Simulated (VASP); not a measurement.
YbB2:

```
Yb B
1.0
     3.25030    0.00000    0.00000
    -1.62515    2.81484    0.00000
     0.00000    0.00000    3.73150
Yb B
1 2
Direct
  0.00000 0.00000 0.00000
  0.33333 0.66667 0.50000
  0.66667 0.33333 0.50000
```

Base run:

```yaml
Program: VASP 6.6.1
Functional: PBE
Potentials_or_basis: VASP PAW PBE potentials, release 64 (Yb, B)
Cutoff: 520 eV
k_mesh: 10 × 10 × 7
Occupations: methfessel-paxton, width 0.05 eV
Spin: no spin polarisation
```

Its results: band gap on the k mesh none (metal or under the smearing width); pressure 2.5 GPa.

Question: The run is repeated on the same cell with these changes: occupations from methfessel-paxton, width 0.05 eV to methfessel-paxton, width 0.3 eV; further incar settings from ALGO = Normal; EDIFF = 1e-07; NBANDS = 22 to ALGO = Normal; EDIFF = 1e-06; NBANDS = 22. What comes out?

Answer: Band gap on the k mesh none (metal or under the smearing width); pressure 1.7 GPa.

Caveats: without U or exact exchange the open f shell lies at the Fermi level, which spoils levels, moments and volumes.
